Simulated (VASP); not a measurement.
Data:

```xyz
2
Lattice="3.7677 0.0000 0.0000 0.0000 3.7677 0.0000 0.0000 0.0000 3.7677" Properties=species:S:1:pos:R:3 pbc="T T T"
Tl     0.0000     0.0000     0.0000
Cl     1.8838     1.8838     1.8838
```

Level of theory: PBEsol GGA, VASP's PBE PAW potentials (set 64) (plane waves; VASP 6.6.1). Numerical set-up: 400 eV cut-off, 6×6×6 Γ-centred mesh, Gaussian smearing of 0.050 eV, potentials Tl_d Cl.

Unless said otherwise, spin-orbit coupling is left out, though it shifts the bands of the heavy elements here.

Task: What does the run give for the energy per atom (σ→0), band gap (on the k-mesh) with the smallest direct gap where there is one?

Result: 
```yaml
band gap (on the k-mesh): 1.80 eV
smallest direct gap (on the k-mesh): 1.80 eV
energy per atom (σ→0): -3.235 eV/atom
```

The absolute energy has meaning only against runs of the same code, potentials and settings.

The compound is TlCl in the CsCl type structure. It was relaxed first, which changed the volume by -6 %. The start is the result of an earlier pass.
